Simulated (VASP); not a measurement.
Method: LDA (Ceperley-Alder, Perdew-Zunger), VASP's LDA PAW potentials (set 64) (plane waves; VASP).

The input files of a VASP run:

INCAR:
```
SYSTEM=CoSi2
PREC=Accurate; ENCUT=300; LREAL=.False.
LASPH=.True.; NBANDS=11
EDIFF=1E-6; NELM=100; ALGO=Normal
LMAXMIX=4
ISMEAR=-1; SIGMA=0.1
ISIF=2
LWAVE=.False.; LCHARG=.False.
```

### KPOINTS
```
Automatic mesh
0
Gamma
9 9 9
0 0 0
```

### POSCAR
```
CoSi2
1
    0.0000000000     2.6736870000     2.6736870000
    2.6736870000     0.0000000000     2.6736870000
    2.6736870000     2.6736870000     0.0000000000
Co Si
1 2
Direct
  0.0000000000   0.0000000000   0.0000000000
  0.7500000000   0.7500000000   0.7500000000
  0.2500000000   0.2500000000   0.2500000000
```

POTCAR, in this order: Co Si (LDA.64 set). Program: vasp_std.

The run wrote:

OSZICAR:
```
       N       E                     dE             d eps       ncg     rms          rms(c)
DAV:   1     0.515039384348E+02    0.51504E+02   -0.49918E+03   786   0.932E+02
DAV:   2    -0.195466646930E+02   -0.71051E+02   -0.67037E+02   779   0.232E+02
DAV:   3    -0.232177038293E+02   -0.36710E+01   -0.34383E+01   963   0.571E+01
DAV:   4    -0.233065093420E+02   -0.88806E-01   -0.88652E-01   938   0.933E+00
DAV:   5    -0.233089803122E+02   -0.24710E-02   -0.24703E-02   957   0.148E+00    0.141E+01
DAV:   6    -0.263878208449E+02   -0.30788E+01   -0.45713E+01   997   0.136E+02    0.170E+01
DAV:   7    -0.219339017203E+02    0.44539E+01   -0.19235E+01  1047   0.106E+02    0.381E+00
DAV:   8    -0.219359054766E+02   -0.20038E-02   -0.10507E+00   887   0.849E+00    0.186E+00
DAV:   9    -0.218972800567E+02    0.38625E-01   -0.12010E-01  1047   0.697E+00    0.439E-01
DAV:  10    -0.218965504852E+02    0.72957E-03   -0.63945E-03   878   0.673E-01    0.707E-02
DAV:  11    -0.218965415508E+02    0.89344E-05   -0.11012E-04   949   0.115E-01    0.470E-02
DAV:  12    -0.218965354377E+02    0.61131E-05   -0.65538E-05  1188   0.136E-01    0.120E-02
DAV:  13    -0.218965346077E+02    0.83002E-06   -0.52459E-06   887   0.421E-02
   1 F= -.21896535E+02 E0= -.21878114E+02  d E =-.368402E-01
```

**OUTCAR**
```
------------------------ aborting loop because EDIFF is reached ----------------------------------------
  FORCE on cell =-STRESS in cart. coord.  units (eV):
  Direction    XX          YY          ZZ          XY          YZ          ZX
  --------------------------------------------------------------------------------------
  Total       -1.8088442     -1.8088442     -1.8088442     -0.0000000      0.0000000     -0.0000000
  in kB      -75.8141126    -75.8141126    -75.8141126     -0.0000000      0.0000000     -0.0000000
  external PRESSURE =     -75.8141126 kB  Pullay stress =       0.0000000 kB
  volume of cell :       38.23
      direct lattice vectors                 reciprocal lattice vectors
     0.000000000  2.673687000  2.673687000    -0.187007679  0.187007679  0.187007679
     2.673687000  0.000000000  2.673687000     0.187007679 -0.187007679  0.187007679
     2.673687000  2.673687000  0.000000000     0.187007679  0.187007679 -0.187007679
 POSITION                                       TOTAL-FORCE (eV/Angst)
 -----------------------------------------------------------------------------------
      0.00000      0.00000      0.00000         0.000000     -0.000000      0.000000
      4.01053      4.01053      4.01053        -0.000000      0.000000     -0.000000
      1.33684      1.33684      1.33684         0.000000     -0.000000      0.000000
 -----------------------------------------------------------------------------------
    total drift:                               -0.000000      0.000000      0.000000
  FREE ENERGIE OF THE ION-ELECTRON SYSTEM (eV)
  ---------------------------------------------------
  free  energy   TOTEN  =       -21.8965346077 eV

  energy  without entropy=      -21.8596943628  energy(sigma->0) =      -21.87811449
```
(Selected blocks of OUTCAR.)

OUTCAR:
```
 val. band max:       10.0623852314   @ k =   0.3333   0.1111   0.0000

 cond. band min:      10.0745187999   @ k =   0.2222   0.2222   0.0000


 Fermi energy:        10.0636174894

 k-point     1 :       0.0000    0.0000    0.0000
  band No.  band energies     occupation
      1      -3.0492      2.00000
      2       5.9515      2.00000
      3       5.9515      2.00000
      4       5.9515      2.00000
      5       8.1440      2.00000
      6       8.1440      2.00000
      7      10.7795      0.00155
      8      13.4989      0.00000
      9      13.4989      0.00000
     10      13.5469      0.00000
     11      13.5475      0.00000

 k-point     2 :       0.1111    0.0000    0.0000
  band No.  band energies     occupation
      1      -2.8615      2.00000
      2       5.5040      2.00000
      3       6.0178      2.00000
      4       6.0178      2.00000
      5       8.0907      2.00000
      6       8.0907      2.00000
      7      10.8039      0.00122
      8      11.8025      0.00000
      9      12.5229      0.00000
     10      12.5229      0.00000
     11      14.4772      0.00000

 k-point     3 :       0.2222    0.0000    0.0000
  band No.  band energies     occupation
      1      -2.3052      2.00000
      2       4.3829      2.00000
      3       6.1854      2.00000
      4       6.1854      2.00000
      5       8.0068      2.00000
      6       8.0068      2.00000
      7       9.5036      1.99264
      8      11.5288      0.00000
      9      11.5288      0.00000
     10      12.1364      0.00000
     11      14.1324      0.00000

 k-point     4 :       0.3333    0.0000    0.0000
  band No.  band energies     occupation
      1      -1.4020      2.00000
      2       2.9039      2.00000
      3       6.3582      2.00000
      4       6.3582      2.00000
      5       8.0675      2.00000
      6       8.0675      2.00000
      7       8.4231      2.00000
      8      10.5400      0.01692
      9      10.5400      0.01692
...
```

At this cut-off the stress carries a Pulay error, which pulls relaxed volumes low.

The structure comes from a computed database's CoSi2 entry; how it stands against other phases isn't given here. The cell was not relaxed at this level. The run is one of a series of settings (NBANDS = 11 against the base run), some of them coarse on purpose. The run is not spin-polarised, so no magnetic state was tried. The electron count is odd and the run is not spin-polarised, which forces a metal.
